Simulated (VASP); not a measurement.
A convergence study with VASP on Rh (space group Fm-3m): a few settings are varied, all else stays as given below, so the limit is that of these other settings.

```yaml
crystal:
  lattice:
    - [0.00000, 1.90950, 1.90950]
    - [1.90950, 0.00000, 1.90950]
    - [1.90950, 1.90950, 0.00000]
  atoms:
    - { symbol: Rh, position: [0.00000, 0.00000, 0.00000] }
```

Level of theory: PBE GGA, VASP's PBE PAW potentials (set 64) (plane waves; VASP 6.6.1). The last row used: 300 eV cut-off, 21×21×21 Γ-centred mesh shifted by (0.5, 0.5, 0.5), Fermi-Dirac smearing of 0.10 eV, potentials Rh_pv.

```tsv
setting	E (eV/atom)	pressure (GPa)	irreducible k-points
3×3×3 mesh	-7.1567	4.30	6
4×4×4 mesh	-7.2444	2.74	10
5×5×5 mesh	-7.2676	2.34	19
6×6×6 mesh	-7.2575	2.16	28
7×7×7 mesh	-7.2666	2.21	44
8×8×8 mesh	-7.2624	2.33	60
9×9×9 mesh	-7.2633	2.23	85
10×10×10 mesh	-7.2638	2.24	110
11×11×11 mesh	-7.2636	2.22	146
13×13×13 mesh	-7.2621	2.27	231
14×14×14 mesh	-7.2631	2.25	280
16×16×16 mesh	-7.2628	2.26	408
17×17×17 mesh	-7.2630	2.25	489
19×19×19 mesh	-7.2629	2.26	670
21×21×21 mesh	-7.2629	2.25	891
```

Left out are rungs that failed or repeat a setting and relaxations that didn't move; long series are thinned to 24 rows.

The structure is a typed Rh crystal (space group no. 225). The cell was not relaxed at this level.
